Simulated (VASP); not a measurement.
OSZICAR of a VASP run on TiAl (L1_0):

OSZICAR:
```
       N       E                     dE             d eps       ncg     rms          rms(c)
DAV:   1     0.941537123987E+02    0.94154E+02   -0.75449E+03  3080   0.137E+03
DAV:   2    -0.201111269493E+01   -0.96165E+02   -0.93717E+02  3113   0.330E+02
DAV:   3    -0.794791533509E+01   -0.59368E+01   -0.56810E+01  4934   0.782E+01
DAV:   4    -0.815874243415E+01   -0.21083E+00   -0.20844E+00  3929   0.128E+01
DAV:   5    -0.816847720677E+01   -0.97348E-02   -0.97166E-02  4562   0.252E+00    0.860E+00
DAV:   6    -0.705207723535E+01    0.11164E+01   -0.12599E+01  3975   0.359E+01    0.360E+00
DAV:   7    -0.686345603383E+01    0.18862E+00   -0.16127E+00  3687   0.133E+01    0.177E+00
DAV:   8    -0.686844977734E+01   -0.49937E-02   -0.17229E-01  3566   0.461E+00    0.571E-01
DAV:   9    -0.686497642031E+01    0.34734E-02   -0.40118E-02  3733   0.252E+00    0.228E-01
DAV:  10    -0.686527355662E+01   -0.29714E-03   -0.22845E-03  3694   0.529E-01    0.395E-02
DAV:  11    -0.686525440903E+01    0.19148E-04   -0.50690E-04  4226   0.226E-01    0.390E-02
DAV:  12    -0.686524939714E+01    0.50119E-05   -0.21952E-05  3580   0.543E-02    0.144E-02
DAV:  13    -0.686524630289E+01    0.30942E-05   -0.35093E-06  3970   0.159E-02    0.556E-03
DAV:  14    -0.686524589687E+01    0.40602E-06   -0.47245E-07  3647   0.813E-03    0.108E-03
DAV:  15    -0.686524597777E+01   -0.80897E-07   -0.78080E-08  1841   0.372E-03
   1 F= -.68652460E+01 E0= -.68651079E+01  d E =-.686525E+01
       N       E                     dE             d eps       ncg     rms          rms(c)
DAV:   1    -0.686532479022E+01   -0.78893E-04   -0.28089E-03  3200   0.889E-01    0.557E-02
DAV:   2    -0.686528065102E+01    0.44139E-04   -0.15618E-04  3163   0.132E-01    0.269E-02
DAV:   3    -0.686526854235E+01    0.12109E-04   -0.24265E-05  3916   0.620E-02    0.961E-03
DAV:   4    -0.686526720251E+01    0.13398E-05   -0.48410E-06  3945   0.240E-02    0.222E-03
DAV:   5    -0.686526713240E+01    0.70111E-07   -0.54624E-07  3461   0.754E-03
   2 F= -.68652671E+01 E0= -.68651234E+01  d E =-.211546E-04
```

**Question.** Which electronic solver shows in the log?

**Answer.** It is blocked Davidson (ALGO = Normal, or the opening steps of other solvers). The INCAR had ALGO = Normal.

**Question.** Can the final energy be trusted as converged?

**Answer.** Self-consistency was reached. It stopped with EDIFF = 1E-7, NELM = 100, NSW = 30 and EDIFFG = -0.01 after 2 ionic steps (vdW-DF2, plane waves, VASP's PBE PAW potentials (set 64)).

The compound is TiAl in the L1_0 structure. This cell is one point of a volume scan, at 1.03 of the reference volume. Symmetry was kept, so distortions that lower it aren't found. The electron count is odd and the run is not spin-polarised, which forces a metal.
